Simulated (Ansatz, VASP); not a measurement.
# Ta2S2N (Ta2NS2 MXene bilayer, AA) in two plane-wave programs

Wanted: the spread between two codes on one cell, functional and k mesh. Of the first pair: The structure shown is the start of the Ansatz relaxation below; VASP solves that cell, so the two are compared at the walk's first step.

Main program and level: Ansatz 0.2.0; plane waves, with VASP 6.6.1 beside it; single point at PBE with D3(BJ).

## 1. Set-up

The cell holds 10 atoms: 4 S, 4 Ta and 2 N. Its edges and angles: a = 3.155 Å, b = 3.155 Å, c = 61.588 Å, α = 90.0°, β = 90.0°, γ = 120.0°. Vacuum lies along c.

## 2. Ansatz: relaxation, PBE with D3(BJ)

Ansatz runs on its default PAW (the set named soft_2) files.

The two programs are compared at the cell with which this relaxation starts, whose forces are those of its first step.

Contents of input.yaml:

```yaml
crystal:
  lattice:
    - [3.15458, 0.0, 0.0]
    - [-1.57729, 2.7319464183, 0.0]
    - [0.0, 0.0, 61.588326208]
  atoms:
    - { symbol: S, position: [0.3333333333, 0.6666666667, 0.3758829217] }
    - { symbol: Ta, position: [0.6666666667, 0.3333333333, 0.4055536149], spin: 1.0 }
    - { symbol: "N", position: [0.0, 0.0, 0.4257638284] }
    - { symbol: Ta, position: [0.3333333333, 0.6666666667, 0.445974042], spin: 1.0 }
    - { symbol: S, position: [0.6666666667, 0.3333333333, 0.4756447351] }
    - { symbol: S, position: [0.3333333333, 0.6666666667, 0.5243552649] }
    - { symbol: Ta, position: [0.6666666667, 0.3333333333, 0.554025958], spin: -1.0 }
    - { symbol: "N", position: [0.0, 0.0, 0.5742361716] }
    - { symbol: Ta, position: [0.3333333333, 0.6666666667, 0.5944463851], spin: -1.0 }
    - { symbol: S, position: [0.6666666667, 0.3333333333, 0.6241170783] }
  periodic: [true, true, false]
magnetization:
  spin_polarized: true
kpoints:
  mp_grid: { grid: [12, 12, 1] }
hamiltonian:
  xc: pbe
  dispersion: d3bj
scf:
  occupations: { method: fermi_dirac, width: 0.05 }
  convergence: { dr2_threshold: 1.0e-09 }
relax:
  f_tol: 0.004
  max_steps: 90
  cell: {}
output:
  write_potential: true
  write_density: true
  volumetric_format: npy
```

The run is started by

```bash
> ansatz run input.yaml --threads 4 --pin off --max-ram 12288MiB --backend cpu --events-out ev --progress --plain --runs-dir out
```

Numbers of over 12 decimals in the logs are rounded to 6 here.

The program printed:

```text
Warning: relax.cell: scf.convergence.dr2_threshold = 1e-9 eV is looser than the 1.56372302043e-10 eV advised for a relaxation that steers and ends on the stress (1e-10 eV for each atom of the cell: 10, times the square of relax.cell.stress_2d_tol = 0.05 N/m over 25.3 Å (the atoms' height at the walk's start and 5 Å past either face), 1.977e-2 GPa, over a crystal's default 0.05). What an SCF threshold leaves in a stress goes as its square root, and in the free energy as the threshold itself, and one threshold admits the most on a small cell: [figures from the program's tests cut] Set scf.convergence.dr2_threshold to 1.56372302043e-10 eV or tighter. [rest of the remark cut]
Engine: ansatz 0.2.0, x86_64-unknown-linux-gnu
Pseudopotentials: kind: paw
Pseudopotential: S, paw, valence charge 6, recommended cutoff 420 eV (normal), S.paw.azcp
Pseudopotential: Ta, paw, valence charge 13, recommended cutoff 420 eV (normal), Ta.paw.azcp
Pseudopotential: N, paw, valence charge 5, recommended cutoff 420 eV (normal), N.paw.azcp
Functional definition: PBE
  parameter kappa = 0.804
  parameter beta = 0.066725
  exchange = pbe_x(kappa = kappa, mu = beta*pi^2/3)
  correlation = pbe_c(beta = beta)
Crystal: 10 atoms, lattice volume = 530.777 Å³
Basis set: ecut = 420 eV, 10261 PW (Γ), exchange–correlation on 48×48×864 points (8 copies of the dense FFT grid, shifted against one another)
Bands: 55, of which v1, the nominal top of the filled ones, is band 43 counted from 1 (42 counted from 0)
Symmetry: 6 space group operations
Space group: P3m1 (ITA 156), of the structure as read, at distance tolerance 8.1e-5 Å
Magnetic group: BNS 164.87 (UNI 1317), of the structure as read, at distance tolerance 8.1e-5 Å
k-points: 19 of 144 (time reversal used)
Non-local potential: S, projectors of the file, l = 0: 2, l = 1: 2, l = 2: 2
Non-local potential: Ta, projectors of the file, l = 0: 3, l = 1: 2, l = 2: 2, l = 3: 1
Non-local potential: N, projectors of the file, l = 0: 2, l = 1: 2, l = 2: 1
PAW form: soft (Blöchl's): semilocal exchange-correlation on the pseudo side does not see the compensation charge
PAW one-centre angular grid: S, 110 points (default); XC on 64 Gauss nodes
PAW one-centre angular grid: Ta, 590 points (default); XC on 64 Gauss nodes
PAW one-centre angular grid: N, 110 points (default); XC on 64 Gauss nodes
Initial density: superposition of atomic densities (neutral atoms: chi_scale 0, normalization atom)
Starting moments: Σ|m| = 4 μB on 4 of 10 sites
Starting magnetic order: antiferromagnet; an inversion exchanges its spin sublattices: spin-degenerate at every k-point
Initial wavefunctions: pseudopotential atomic-orbital guess
Functional: x = pbe(κ = 0.804, μ = 0.219515), c = pbe(β = 0.066725)
SCF iter   1: F=—  HF=-44121.403223 eV  |F-HF|=—  |Δ(HF+E_count)|=         —  Δρ=2.48e-2 (↑2.48e-2 ↓2.48e-2)  dr2=1.58e1  dr2_m=2.52e-1  M=0.000 μB ∫|m|=1.753 μB  β_m=0.30  ethr=3.10e-3  ⟨swp⟩=12.3  Hψ=14448  notcnv=0  defer=30
Mixer restart at iter 1: flushing history
preconditioner: auto → LDOS  [metal: Δε(μ)=0.036 eV  Ē_g=9.341 eV  σ=0.050 eV  W_gap=0.17  n_scr=38 (ndim 8)  ℏωp=11.8 eV  f_vac=0.691  D(μ)=5.21/eV (n_scr^D=26)]
spin=Collinear: LDOS preconditioning applied to the charge; magnetization (m = ρ↑ − ρ↓) channel mixes plain (no charge-response kernel on spin).
SCF iter   2: F=—  HF=-44119.097999 eV  |F-HF|=—  |Δ(HF+E_count)|=    2.31e0  Δρ=1.70e-2 (↑1.70e-2 ↓1.70e-2)  dr2=7.47e0  dr2_m=1.62e-1  M=-0.000 μB ∫|m|=1.463 μB  β_m=0.59  ethr=3.10e-3  ⟨swp⟩=3.7  Hψ=4193  notcnv=0  defer=148
SCF iter   3: F=—  HF=-44117.625714 eV  |F-HF|=—  |Δ(HF+E_count)|=    1.47e0  Δρ=3.05e-3 (↑3.00e-3 ↓3.05e-3)  dr2=1.29e-1  dr2_m=1.61e-2  M=-0.001 μB ∫|m|=0.696 μB  β_m=0.61  ethr=3.10e-3  ⟨swp⟩=4.9  Hψ=5105  notcnv=0  defer=148
SCF iter   4: F=—  HF=-44117.712752 eV  |F-HF|=—  |Δ(HF+E_count)|=         —  Δρ=2.00e-3 (↑1.98e-3 ↓2.00e-3)  dr2=1.06e-2  dr2_m=1.47e-2  M=-0.000 μB ∫|m|=0.287 μB  β_m=0.61  ethr=1.50e-4  ⟨swp⟩=5.0  Hψ=5587  notcnv=0  defer=118
SCF iter   5: F=—  HF=-44117.719567 eV  |F-HF|=—  |Δ(HF+E_count)|=   6.81e-3  Δρ=9.21e-4 (↑9.18e-4 ↓9.21e-4)  dr2=1.12e-3  dr2_m=3.74e-3  M=-0.000 μB ∫|m|=0.162 μB  β_m=0.80  ethr=1.23e-5  ⟨swp⟩=3.4  Hψ=4815  notcnv=0  defer=118
[...]
basis re-selected at this cell: Δ(F+E_penalty+E_count) = -1.829e-4 eV, ΔP = +0.001 N/m vs the last step (what re-selecting the basis moved, of the pressure what is left beyond the Pulay correction that the steps carried, after the strain that the cell walked since its last selection, with what the two solves' SCF thresholds leave and, on support functions, any second-order correction that the steps lacked; it is no m [...]
WARN: The input density's exchange-correlation potential varies sharply where the density is thin. Do not read a vacuum level from v_tot or v_xc, or from such a field of the output density. On a cell that repeats whose density bears no net charge and no dipole along the vacuum's axis use v_es (v_loc + v_h of the components); under efield.dipole_correction with no amplitude use v_es + v_field, which holds any external [...]
SCF converged after 4 iterations
Magnetization: -0.0000 μB (43.0000 up, 43.0000 down)
Absolute magnetization: 0.0000 μB (∫|ρ↑−ρ↓|, with the PAW one-centre terms)
Spin contamination: 0.0000 ħ² per cell (⟨S²⟩ above its minimum at these occupations)
Per-site moments (μB) at R_I (Å): [(3.713718875868561e-8, 1.020611), (-3.712806081890026e-8, 0.911484), (-3.1953684292748306e-8, 0.911484), (8.567916134346315e-8, 0.911995), (-8.34121823218303e-8, 1.019249), (8.376396405193879e-8, 1.019249), (-8.635488514784639e-8, 0.911995), (3.508801484547075e-8, 0.911484), (3.4478034904875216e-8, 0.911484), (-3.882353754910455e-8, 1.020611)]
Free energy (F): -44119.349828 eV
Harris-Foulkes:  -44119.349828 eV  (|F-HF|=7.84e-7)
Internal energy: -44119.330438 eV  (E = F + TS)
E sigma→0 (E₀):  -44119.340133 eV
Entropy (-TS):   -0.019391 eV (-1.939 meV/atom)
Fermi energy:    -5.036717 eV
--- Per-component energies (eV) ---
  E_band       = -2200.940256
  E_kinetic    = 2162.885789
  E_local      = -736317.002628  (includes V_loc(G=0)·N_el)
  E_nonlocal   = 263.120951
  E_hartree    = 366763.743221
  E_xc         = -1387.895037
  E_vxc        = -1326.107936  (∫ρ·V_xc dr)
  E_paw        = -36243.009055  (= ΣΔE_a)
  E_vpaw       = -511.327226  (= ΣTr[D̂ρ^β])
  E_aug_tail   = 0.000785  (compensation charges beyond the density's cutoff)
  E_ewald      = 360642.688314
  E_disp       = -3.862778  (pairwise vdW)
  E_smearing   = -0.019391  (= −TS)
  E_closure    = 0.000000  (closes the sum)
  Σ components = -44119.349828   (vs F -44119.349828, Δ=0.00e0)
--- Forces (eV/Å), atoms counted from 1 ---
  atom   1  S     -0.00000000     0.00000000     0.00021227
  atom   2  Ta     0.00000000     0.00000000     0.00006583
  atom   3  N      0.00000000    -0.00000000     0.00003557
  atom   4  Ta    -0.00000000     0.00000000     0.00011736
  atom   5  S      0.00000000    -0.00000000     0.00008079
  atom   6  S     -0.00000000     0.00000000    -0.00008070
  atom   7  Ta     0.00000000    -0.00000000    -0.00011723
  atom   8  N     -0.00000000     0.00000000    -0.00003561
  atom   9  Ta     0.00000000     0.00000000    -0.00006576
  atom  10  S      0.00000000    -0.00000000    -0.00021275
  max |Σ_I F_I| component: 2.43e-7 eV/Å
--- 2D stress c σ (N/m, compression-positive) ---
       -0.001619       0.000000       0.000000
        0.000000      -0.001619       0.000000
        0.000000       0.000000      -0.000000
  P = ½ c Tr σ = -0.0016 N/m
--- Band table (eV; the first three rows and the last of 38) ---
  k-point 0 ↑: bands = [... 39 lower, -6.4400, -6.2251, -6.2251, -6.1725, -6.1725, -5.4691, -5.3559, -4.4273, ... 8 higher]
  k-point 1 ↑: bands = [... 39 lower, -6.9617, -6.2308, -6.1790, -5.7041, -5.6563, -5.2307, -5.1103, -4.1261, ... 8 higher]
  k-point 2 ↑: bands = [... 39 lower, -7.2949, -6.8187, -6.6915, -5.2692, -5.2192, -4.8518, -4.7110, -3.8811, ... 8 higher]
  k-point 18 ↓: bands = [... 39 lower, -8.7491, -5.2350, -5.2350, -5.2185, -5.2185, -4.6770, -4.4607, -2.5196, ... 8 higher]
  the weakly bound empty levels are not read free of the cell's end (no_gap_told)
--- Relaxed structure (9 steps of the walk, 9 accepted, 2 SCFs on fresh bases) ---
  F+E_penalty+E_count = -44119.34982835 eV   max|allowed force component| = 2.127e-4 eV/Å   (the final SCF, on the basis selected at the relaxed cell)
  cell:  # Å, volume = 574.3059 Å³
    - [3.281384, 0, 0]
    - [-1.640692, 2.841762, 0]
    - [0, 0, 61.588326208]
  atoms:
    - { symbol: S, position: [0.333333, 0.666667, 0.388017] }
    - { symbol: Ta, position: [0.666667, 0.333333, 0.413856] }
    - { symbol: N, position: [2.7357013065396565e-18, 5.471402613079313e-18, 0.432322] }
    - { symbol: Ta, position: [0.333333, 0.666667, 0.450827] }
    - { symbol: S, position: [0.666667, 0.333333, 0.476583] }
    - { symbol: S, position: [0.333333, 0.666667, 0.523417] }
    - { symbol: Ta, position: [0.666667, 0.333333, 0.549173] }
    - { symbol: N, position: [-2.73570129090194e-18, -5.471402581803884e-18, 0.567678] }
    - { symbol: Ta, position: [0.333333, 0.666667, 0.586144] }
    - { symbol: S, position: [0.666667, 0.333333, 0.611983] }
```

In the SCF lines HF is the Harris–Foulkes energy and dr2 the Hartree energy of the density residual, in eV; the loop may stop once dr2 is under the threshold and the program's other checks hold. Hψ counts applications of the Hamiltonian.

[end of part 1 of 3]

[Lines on the potential files, build, host, timing and source positions are cut from VASP's logs without a mark.]

[Logs are printed without paths, hosts, clocks, repeated set-up lines and the standing remarks that a program may print on its own settings, such as how far it seeks lower states.]

[Hosts, paths, dates, database ids (printed as entryN), source tags and the programs' standing remarks are cut or masked in the printed files.]
